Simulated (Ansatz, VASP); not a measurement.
# Cross-check of NaMgBr3 between VASP and Ansatz, part 2 of 2

One calculation is typed for both programs; each brings its own data sets. How far apart do they land? The cell is generated by rule, not measured, and may not be a known phase. The cell is taken from a series of runs on this material, whose earlier steps may have relaxed, scaled, displaced or heated it; both programs get it as it stands.

VASP 6.6.1 and Ansatz 0.2.0.

So far: The structure; Ansatz: zone-centre phonons, PBE.

**3. VASP: zone-centre phonons, PBE**

Level of this step: PBE; plane waves and PAW (Na_pv, Mg, Br); invented cell (VASP).

The same cell, functional and mesh now go to VASP, with its own data sets.

Lines of VASP's logs that name or quote its potential files are left out, and so is its time.

INCAR reads:

```
SYSTEM = NaMgBr3
PREC = Accurate
ENCUT = 600
EDIFF = 1E-08
NELM = 120
ISMEAR = 0
SIGMA = 0.01
LREAL = .FALSE.
ALGO = Normal
GGA = PE
NBANDS = 21
LORBIT = 11
LWAVE = .FALSE.
LCHARG = .FALSE.
ISIF = 2
IBRION = 8
LASPH = .TRUE.
GGA_COMPAT = .FALSE.
EFERMI = MIDGAP
KPAR = 2
```

POSCAR reads:

```
NaMgBr3
1.0
    5.3131069714      0.0000000000      0.0000000000
    0.0000000000      5.3131069714      0.0000000000
    0.0000000000      0.0000000000      5.3131069714
Na Mg Br
1 1 3
Direct
    0.0000000000      0.0000000000      0.0000000000
    0.5000000000      0.5000000000      0.5000000000
    0.5000000000      0.5000000000      0.0000000000
    0.5000000000      0.0000000000      0.5000000000
    0.0000000000      0.5000000000      0.5000000000
```

KPOINTS reads:

```
Automatic mesh
0
Gamma
4 4 4
0 0 0
```

The projector-augmented-wave data sets are Na_pv, Mg and Br (PBE family, release 64).

The run is started by

```sh
$ mpirun -np 2 vasp_std
```

Numbers of over 12 decimals in the logs are rounded to 6 here.

Log:

```text
[banner, memory and clock lines left out]
running    2 mpi-ranks, on    1 nodes
 distrk:  each k-point on    1 cores,    2 groups
 distr:  one band on    1 cores,    1 groups

 POSCAR found type information on POSCAR NaMgBr
 POSCAR found :  3 types and       5 ions
 LDA part: xc-table for (Slater+PW92), standard interpolation
 POSCAR, INCAR and KPOINTS ok, starting setup
 FFT: planning ... GRIDC
 FFT: planning ... GRID_SOFT
 FFT: planning ... GRID
 WAVECAR not read
 entering main loop
       N       E                     dE             d eps       ncg     rms          rms(c)
DAV:   1     0.238209708821E+03    0.23821E+03   -0.13784E+04   420   0.138E+03
DAV:   2     0.960412684032E+01   -0.22861E+03   -0.21665E+03   550   0.274E+02
DAV:   3    -0.146515530816E+02   -0.24256E+02   -0.24124E+02   510   0.965E+01
DAV:   4    -0.152123297706E+02   -0.56078E+00   -0.55980E+00   500   0.176E+01
DAV:   5    -0.152248231514E+02   -0.12493E-01   -0.12487E-01   529   0.243E+00    0.369E+00
DAV:   6    -0.147224749757E+02    0.50235E+00   -0.71722E-01   493   0.370E+00    0.226E+00
DAV:   7    -0.146138990987E+02    0.10858E+00   -0.36413E-01   491   0.274E+00    0.108E+00
DAV:   8    -0.146103712576E+02    0.35278E-02   -0.20126E-02   460   0.105E+00    0.201E-01
DAV:   9    -0.146103365519E+02    0.34706E-04   -0.42554E-04   656   0.147E-01    0.109E-01
DAV:  10    -0.146103792795E+02   -0.42728E-04   -0.97382E-04   455   0.205E-01    0.268E-02
DAV:  11    -0.146103730178E+02    0.62617E-05   -0.41660E-05   500   0.412E-02    0.610E-03
DAV:  12    -0.146103743404E+02   -0.13226E-05   -0.29295E-06   500   0.132E-02    0.315E-03
DAV:  13    -0.146103744259E+02   -0.85488E-07   -0.68177E-07   542   0.389E-03    0.529E-04
DAV:  14    -0.146103744213E+02    0.45732E-08   -0.50688E-08   500   0.128E-03
   1 F= -.14610374E+02 E0= -.14610374E+02  d E =0.000000E+00
 Linear response reoptimize wavefunctions to high precision
DAV:   1    -0.146103744347E+02   -0.13397E-07   -0.49853E-09   473   0.325E-04
DAV:   2    -0.146103744348E+02   -0.52296E-10   -0.15261E-10   340   0.792E-05
 Linear response DOF=           4
 Linear response progress:
  Degree of freedom:   1/  4
       N       E                     dE             d eps       ncg     rms          rms(c)
RMM:   1    -0.158619266632E+00   -0.15862E+00   -0.45923E-01   955   0.317E+00
RMM:   2    -0.162111882977E+00   -0.34926E-02   -0.27135E-02  1177   0.662E-01    0.197E-02
RMM:   3    -0.162358944944E+00   -0.24706E-03   -0.19742E-03  1235   0.166E-01    0.933E-03
RMM:   4    -0.162385582124E+00   -0.26637E-04   -0.17453E-04  1254   0.513E-02    0.387E-03
RMM:   5    -0.162386567032E+00   -0.98491E-06   -0.44691E-06  1225   0.134E-02    0.959E-04
RMM:   6    -0.162384400822E+00    0.21662E-05   -0.55406E-07  1336   0.471E-03    0.271E-04
RMM:   7    -0.162382640122E+00    0.17607E-05   -0.87339E-08  1363   0.183E-03    0.171E-04
RMM:   8    -0.162381580624E+00    0.10595E-05   -0.15359E-08  1491   0.677E-04    0.522E-05
RMM:   9    -0.162381456595E+00    0.12403E-06   -0.35474E-09  1491   0.244E-04    0.283E-05
RMM:  10    -0.162381366417E+00    0.90178E-07    0.35785E-09  1514   0.125E-04    0.636E-06
RMM:  11    -0.162381371423E+00   -0.50058E-08    0.48917E-09  1535   0.616E-05    0.387E-06
 first order change of Fermi-energy  -0.16994E-04
 force on displaced ion       1 direction 1 :   0.536  -0.000   0.000
 Linear response progress:
  Degree of freedom:   2/  4
       N       E                     dE             d eps       ncg     rms          rms(c)
RMM:   1    -0.274275027689E-02   -0.27428E-02    0.34874E-03  1373   0.315E-01
RMM:   2    -0.269017545780E-02    0.52575E-04   -0.18861E-04  1357   0.673E-02    0.728E-02
RMM:   3    -0.264330424353E-02    0.46871E-04   -0.70361E-05  1270   0.296E-02    0.394E-02
RMM:   4    -0.263239480204E-02    0.10909E-04   -0.51318E-05  1321   0.260E-02    0.705E-03
RMM:   5    -0.261540926122E-02    0.16986E-04   -0.61348E-06  1302   0.108E-02    0.136E-03
RMM:   6    -0.261605530587E-02   -0.64604E-06   -0.36583E-07  1459   0.266E-03    0.756E-04
RMM:   7    -0.261308922203E-02    0.29661E-05   -0.53147E-08  1339   0.141E-03    0.260E-04
RMM:   8    -0.261306051913E-02    0.28703E-07   -0.50167E-09  1479   0.317E-04    0.967E-05
RMM:   9    -0.261327516879E-02   -0.21465E-06   -0.18572E-09  1464   0.187E-04    0.721E-05
RMM:  10    -0.261319753279E-02    0.77636E-07    0.69893E-10  1492   0.531E-05    0.149E-05
RMM:  11    -0.261321076634E-02   -0.13234E-07   -0.79672E-10  1402   0.315E-05    0.843E-06
RMM:  12    -0.261320628938E-02    0.44770E-08   -0.33424E-10  1503   0.670E-06    0.329E-06
 first order change of Fermi-energy   0.24989E-04
 force on displaced ion       2 direction 1 :  -2.374   0.000  -0.000
 Linear response progress:
  Degree of freedom:   3/  4
       N       E                     dE             d eps       ncg     rms          rms(c)
RMM:   1    -0.149259644488E+00   -0.14926E+00    0.79614E-02  2118   0.147E+00
RMM:   2    -0.149028593193E+00    0.23105E-03   -0.28883E-03  1986   0.233E-01    0.372E-02
RMM:   3    -0.149370244916E+00   -0.34165E-03   -0.11718E-04  2097   0.464E-02    0.220E-02
RMM:   4    -0.149816251166E+00   -0.44601E-03   -0.49747E-05  1958   0.284E-02    0.708E-03
RMM:   5    -0.149831078089E+00   -0.14827E-04   -0.24298E-06  2044   0.918E-03    0.224E-03
RMM:   6    -0.149825122872E+00    0.59552E-05   -0.16304E-07  2153   0.272E-03    0.993E-04
RMM:   7    -0.149825889241E+00   -0.76637E-06   -0.85682E-08  1838   0.152E-03    0.180E-04
RMM:   8    -0.149821817513E+00    0.40717E-05   -0.87939E-09  2091   0.592E-04    0.141E-04
RMM:   9    -0.149822460757E+00   -0.64324E-06   -0.62394E-09  2013   0.255E-04    0.400E-05
RMM:  10    -0.149822535135E+00   -0.74378E-07   -0.23568E-08  2214   0.951E-05    0.799E-06
RMM:  11    -0.149822518498E+00    0.16637E-07    0.48954E-08  2288   0.355E-05    0.508E-06
RMM:  12    -0.149822501034E+00    0.17464E-07    0.18421E-08  2170   0.213E-05    0.196E-06
RMM:  13    -0.149822510565E+00   -0.95302E-08    0.52982E-09  2093   0.120E-05    0.120E-06
 first order change of Fermi-energy   0.12971E-03
 force on displaced ion       3 direction 1 :  -0.460   0.000   0.000
 Linear response progress:
  Degree of freedom:   4/  4
       N       E                     dE             d eps       ncg     rms          rms(c)
RMM:   1    -0.150284373557E+00   -0.15028E+00    0.11660E-01  1371   0.152E+00
RMM:   2    -0.150338415024E+00   -0.54041E-04   -0.33856E-03  1347   0.252E-01    0.988E-02
RMM:   3    -0.150864372779E+00   -0.52596E-03   -0.43184E-04  1281   0.763E-02    0.464E-02
RMM:   4    -0.151447360235E+00   -0.58299E-03   -0.22592E-04  1321   0.483E-02    0.124E-02
RMM:   5    -0.151465709789E+00   -0.18350E-04   -0.12740E-05  1351   0.174E-02    0.431E-03
RMM:   6    -0.151468997333E+00   -0.32875E-05   -0.36735E-07  1479   0.290E-03    0.358E-03
RMM:   7    -0.151469611187E+00   -0.61385E-06   -0.16140E-07  1298   0.187E-03    0.658E-04
RMM:   8    -0.151474099651E+00   -0.44885E-05   -0.22666E-08  1460   0.472E-04    0.240E-04
RMM:   9    -0.151474518040E+00   -0.41839E-06   -0.37187E-09  1427   0.198E-04    0.644E-05
RMM:  10    -0.151475137143E+00   -0.61910E-06   -0.11685E-08  1491   0.716E-05    0.193E-05
RMM:  11    -0.151475282281E+00   -0.14514E-06    0.10268E-08  1502   0.471E-05    0.584E-06
RMM:  12    -0.151475319301E+00   -0.37020E-07    0.46776E-08  1463   0.154E-05    0.506E-06
RMM:  13    -0.151475286785E+00    0.32516E-07    0.15109E-08  1421   0.989E-06    0.186E-06
RMM:  14    -0.151475291568E+00   -0.47836E-08    0.71471E-09  1440   0.685E-06    0.266E-07
 first order change of Fermi-energy  -0.50184E-04
 force on displaced ion       3 direction 3 :  -0.000  -0.000  -5.399
 Linear response finished
```

Parts of OUTCAR (step 3):

```text
ion  position               nearest neighbor table
   1  0.000  0.000  0.000-
   2  0.500  0.500  0.500-   3 2.66   4 2.66   5 2.66   3 2.66   4 2.66   5 2.66
   3  0.500  0.500  0.000-   2 2.66   2 2.66
   4  0.500  0.000  0.500-   2 2.66   2 2.66
   5  0.000  0.500  0.500-   2 2.66   2 2.66

  LATTYP: Found a simple cubic cell.
 ALAT       =     5.3131069714

 Subroutine GETGRP returns: Found 48 space group operations
 (whereof 48 operations were pure point group operations)

The static configuration has the point symmetry O_h .

 Found     10 irreducible k-points:

   k-points           NKPTS =     10   k-points in BZ     NKDIM =     10   number of bands    NBANDS=     21

   dimension x,y,z NGX =    42 NGY =   42 NGZ =   42
   dimension x,y,z NGXF=    84 NGYF=   84 NGZF=   84

   ENCUT  =  600.0 eV  44.10 Ry    6.64 a.u.  10.61 10.61 10.61*2*pi/ulx,y,z

   NELECT =      30.0000    total number of electrons

 k-points in reciprocal lattice and weights: Automatic mesh
   0.00000000  0.00000000  0.00000000       0.016
   0.25000000  0.00000000  0.00000000       0.094
   0.50000000  0.00000000  0.00000000       0.047
   0.25000000  0.25000000  0.00000000       0.188
   0.50000000  0.25000000  0.00000000       0.188
   0.50000000  0.50000000  0.00000000       0.047
   0.25000000  0.25000000  0.25000000       0.125
   0.50000000  0.25000000  0.25000000       0.188
   0.50000000  0.50000000  0.25000000       0.094
   0.50000000  0.50000000  0.50000000       0.016

 average (electrostatic) potential at core
       1 -49.5056       2 -41.0784       3 -64.1660       4 -64.1660       5 -64.1660

  Total       -0.0556804     -0.0556804     -0.0556804     -0.0000000     -0.0000000      0.0000000
  in kB       -0.5947949     -0.5947949     -0.5947949     -0.0000000     -0.0000000      0.0000000
  external PRESSURE =      -0.5947949 kB  Pullay stress =       0.0000000 kB

  energy-cutoff  :      600.00
  volume of cell :      149.98
      direct lattice vectors                 reciprocal lattice vectors
     5.313106971  0.000000000  0.000000000     0.188213790  0.000000000  0.000000000
     0.000000000  5.313106971  0.000000000     0.000000000  0.188213790  0.000000000
     0.000000000  0.000000000  5.313106971     0.000000000  0.000000000  0.188213790

 POSITION                                       TOTAL-FORCE (eV/Angst)
 -----------------------------------------------------------------------------------
      0.00000      0.00000      0.00000         0.000000      0.000000      0.000000
      2.65655      2.65655      2.65655         0.000000      0.000000      0.000000
      2.65655      2.65655      0.00000         0.000000      0.000000      0.000000
      2.65655      0.00000      2.65655         0.000000      0.000000      0.000000
      0.00000      2.65655      2.65655         0.000000      0.000000      0.000000
 -----------------------------------------------------------------------------------
    total drift:                                0.000000     -0.000000      0.000000

 Eigenvectors and eigenvalues of the dynamical matrix
 ----------------------------------------------------

   1 f  =    6.075755 THz    38.175095 2PiTHz  202.665375 cm-1    25.127293 meV
             X         Y         Z           dx          dy          dz
      0.000000  0.000000  0.000000     0.000159    0.000252   -0.000000
      2.656553  2.656553  2.656553    -0.409933   -0.649233   -0.000000
      2.656553  2.656553  0.000000    -0.053871   -0.085319   -0.000000
      2.656553  0.000000  2.656553    -0.053871    0.528108   -0.000000
      0.000000  2.656553  2.656553     0.333453   -0.085319   -0.000000

   2 f  =    6.075755 THz    38.175095 2PiTHz  202.665375 cm-1    25.127293 meV
             X         Y         Z           dx          dy          dz
      0.000000  0.000000  0.000000     0.000252   -0.000159    0.000000
      2.656553  2.656553  2.656553    -0.649233    0.409933    0.000000
      2.656553  2.656553  0.000000    -0.085319    0.053871   -0.000000
      2.656553  0.000000  2.656553    -0.085319   -0.333453    0.000000
      0.000000  2.656553  2.656553     0.528108    0.053871    0.000000

   3 f  =    6.075755 THz    38.175095 2PiTHz  202.665375 cm-1    25.127293 meV
             X         Y         Z           dx          dy          dz
      0.000000  0.000000  0.000000    -0.000000    0.000000    0.000298
      2.656553  2.656553  2.656553    -0.000000    0.000000   -0.767820
      2.656553  2.656553  0.000000    -0.000000    0.000000    0.624571
      2.656553  0.000000  2.656553    -0.000000   -0.000000   -0.100903
      0.000000  2.656553  2.656553     0.000000    0.000000   -0.100903

   4 f  =    2.536587 THz    15.937844 2PiTHz   84.611425 cm-1    10.490475 meV
             X         Y         Z           dx          dy          dz
      0.000000  0.000000  0.000000    -0.139487   -0.076928   -0.026439
      2.656553  2.656553  2.656553     0.494209    0.272559    0.093676
      2.656553  2.656553  0.000000    -0.343394   -0.189384    0.094143
      2.656553  0.000000  2.656553    -0.343394    0.273917   -0.065090
      0.000000  2.656553  2.656553     0.496671   -0.189384   -0.065090

   5 f  =    2.536587 THz    15.937844 2PiTHz   84.611425 cm-1    10.490475 meV
             X         Y         Z           dx          dy          dz
      0.000000  0.000000  0.000000     0.022847    0.013321   -0.159293
      2.656553  2.656553  2.656553    -0.080948   -0.047197    0.564381
      2.656553  2.656553  0.000000     0.056245    0.032794    0.567193
      2.656553  0.000000  2.656553     0.056245   -0.047432   -0.392153
      0.000000  2.656553  2.656553    -0.081351    0.032794   -0.392153

   6 f  =    2.536587 THz    15.937844 2PiTHz   84.611425 cm-1    10.490475 meV
             X         Y         Z           dx          dy          dz
      0.000000  0.000000  0.000000     0.078070   -0.141344   -0.000623
      2.656553  2.656553  2.656553    -0.276606    0.500789    0.002206
      2.656553  2.656553  0.000000     0.192196   -0.347967    0.002217
      2.656553  0.000000  2.656553     0.192196    0.503284   -0.001533
      0.000000  2.656553  2.656553    -0.277984   -0.347967   -0.001533

   7 f  =    0.790601 THz     4.967490 2PiTHz   26.371595 cm-1     3.269660 meV
             X         Y         Z           dx          dy          dz
      0.000000  0.000000  0.000000     0.000000   -0.000000   -0.000000
      2.656553  2.656553  2.656553     0.000000   -0.000000   -0.000000
      2.656553  2.656553  0.000000     0.007084    0.071761   -0.000000
      2.656553  0.000000  2.656553    -0.007084   -0.000000    0.703420
      0.000000  2.656553  2.656553     0.000000   -0.071761   -0.703420

   8 f  =    0.790601 THz     4.967490 2PiTHz   26.371595 cm-1     3.269660 meV
             X         Y         Z           dx          dy          dz
      0.000000  0.000000  0.000000     0.000000   -0.000000   -0.000000
      2.656553  2.656553  2.656553     0.000000   -0.000000   -0.000000
      2.656553  2.656553  0.000000    -0.703160    0.074608   -0.000000
      2.656553  0.000000  2.656553     0.703160   -0.000000   -0.000530
      0.000000  2.656553  2.656553     0.000000   -0.074608    0.000530

   9 f  =    0.790601 THz     4.967490 2PiTHz   26.371595 cm-1     3.269660 meV
             X         Y         Z           dx          dy          dz
      0.000000  0.000000  0.000000    -0.000000    0.000000   -0.000000
      2.656553  2.656553  2.656553    -0.000000    0.000000   -0.000000
      2.656553  2.656553  0.000000     0.074272    0.699488   -0.000000
      2.656553  0.000000  2.656553    -0.074272    0.000000   -0.072108
      0.000000  2.656553  2.656553    -0.000000   -0.699488    0.072108

  10 f  =    0.056402 THz     0.354383 2PiTHz    1.881360 cm-1     0.233259 meV
             X         Y         Z           dx          dy          dz
      0.000000  0.000000  0.000000     0.257361   -0.050717   -0.000482
      2.656553  2.656553  2.656553     0.282357   -0.055643   -0.000529
      2.656553  2.656553  0.000000     0.524383   -0.103338   -0.000967
      2.656553  0.000000  2.656553     0.524383   -0.101771   -0.000982
      0.000000  2.656553  2.656553     0.516429   -0.103338   -0.000982

  11 f  =    0.056402 THz     0.354383 2PiTHz    1.881360 cm-1     0.233259 meV
             X         Y         Z           dx          dy          dz
      0.000000  0.000000  0.000000     0.050639    0.256803    0.017182
      2.656553  2.656553  2.656553     0.055558    0.281745    0.018851
      2.656553  2.656553  0.000000     0.103179    0.523245    0.034479
      2.656553  0.000000  2.656553     0.103179    0.515308    0.035010
      0.000000  2.656553  2.656553     0.101614    0.523245    0.035010

  12 f  =    0.056402 THz     0.354383 2PiTHz    1.881360 cm-1     0.233259 meV
             X         Y         Z           dx          dy          dz
      0.000000  0.000000  0.000000    -0.002850   -0.016951    0.261748
      2.656553  2.656553  2.656553    -0.003127   -0.018598    0.287170
      2.656553  2.656553  0.000000    -0.005808   -0.034539    0.525231
      2.656553  0.000000  2.656553    -0.005808   -0.034015    0.533320
      0.000000  2.656553  2.656553    -0.005719   -0.034539    0.533320

  13 f/i=    2.546369 THz    15.999308 2PiTHz   84.937727 cm-1    10.530931 meV
             X         Y         Z           dx          dy          dz
      0.000000  0.000000  0.000000     0.241665    0.920172   -0.000245
      2.656553  2.656553  2.656553     0.004571    0.017403   -0.000005
      2.656553  2.656553  0.000000    -0.054563   -0.207755    0.000012
      2.656553  0.000000  2.656553    -0.054563   -0.046172    0.000055
      0.000000  2.656553  2.656553    -0.012126   -0.207755    0.000055

  14 f/i=    2.546369 THz    15.999308 2PiTHz   84.937727 cm-1    10.530931 meV
             X         Y         Z           dx          dy          dz
      0.000000  0.000000  0.000000     0.919955   -0.241613   -0.020630
      2.656553  2.656553  2.656553     0.017399   -0.004570   -0.000390
      2.656553  2.656553  0.000000    -0.207706    0.054551    0.001035
      2.656553  0.000000  2.656553    -0.207706    0.012124    0.004658
      0.000000  2.656553  2.656553    -0.046162    0.054551    0.004658

  15 f/i=    2.546369 THz    15.999308 2PiTHz   84.937727 cm-1    10.530931 meV
             X         Y         Z           dx          dy          dz
      0.000000  0.000000  0.000000    -0.020016    0.005004   -0.951154
      2.656553  2.656553  2.656553    -0.000379    0.000095   -0.017989
      2.656553  2.656553  0.000000     0.004519   -0.001130    0.047727
      2.656553  0.000000  2.656553     0.004519   -0.000251    0.214750
      0.000000  2.656553  2.656553     0.001004   -0.001130    0.214750

 ELASTIC MODULI CONTR FROM IONIC RELAXATION (kBar)
 Direction    XX          YY          ZZ          XY          YZ          ZX
 --------------------------------------------------------------------------------
 XX           0.0000      0.0000      0.0000      0.0000      0.0000      0.0000
 YY           0.0000      0.0000      0.0000      0.0000      0.0000      0.0000
 ZZ           0.0000      0.0000      0.0000      0.0000      0.0000      0.0000
 XY           0.0000      0.0000      0.0000      0.0000      0.0000      0.0000
 YZ           0.0000      0.0000      0.0000      0.0000      0.0000      0.0000
 ZX           0.0000      0.0000      0.0000      0.0000      0.0000      0.0000
 --------------------------------------------------------------------------------
```

**4. Differences**

Known differences besides the potentials themselves: fixed occupations in Ansatz, narrow Gaussian smearing in VASP; VASP's run holds the zone centre alone; the data sets hold 40 valence electrons in Ansatz (on its default PAW (the set named soft_2) files) and 30 in VASP; the cutoff is 420 eV in Ansatz and 600 eV in VASP. Total energies have different zeros and are not compared.

Both answers:

```csv
quantity,Ansatz,VASP,difference
"optical mode 1 to 3 (imaginary, printed as negative) (cm⁻¹)",-78.9,-84.9,+6.1
optical mode 4 to 6 (cm⁻¹),24.9,26.4,-1.4
optical mode 7 to 9 (cm⁻¹),84.5,84.6,-0.10 %
optical mode 10 to 12 (cm⁻¹),203.0,202.7,+0.15 %
```

Modes are paired by rising frequency, not by their patterns, so a pair may set unlike modes beside each other; they are those without the splitting of longitudinal modes.

**5. What came out**

```json
{
 "r.m.s. difference of the optical zone-centre modes, each program's sorted by frequency (zone-centre phonons, PBE)": "3.1 cm⁻¹"
}
```

**Reading.** The r.m.s. difference of the optical zone-centre modes, each program's sorted by frequency is 3.1 cm⁻¹ (zone-centre phonons, PBE). The data sets hold unlike numbers of valence electrons (40 in Ansatz and 30 in VASP), so part of the differences comes from the potentials. How closely two codes agree says nothing of how well the functional describes the real material.

[Lines on the potential files, build, host, timing and source positions are cut from VASP's logs without a mark.]

[Logs are printed without paths, hosts, clocks, repeated set-up lines and the standing remarks that a program may print on its own settings, such as how far it seeks lower states.]

[Hosts, paths, dates, database ids (printed as entryN), source tags and the programs' standing remarks are cut or masked in the printed files.]
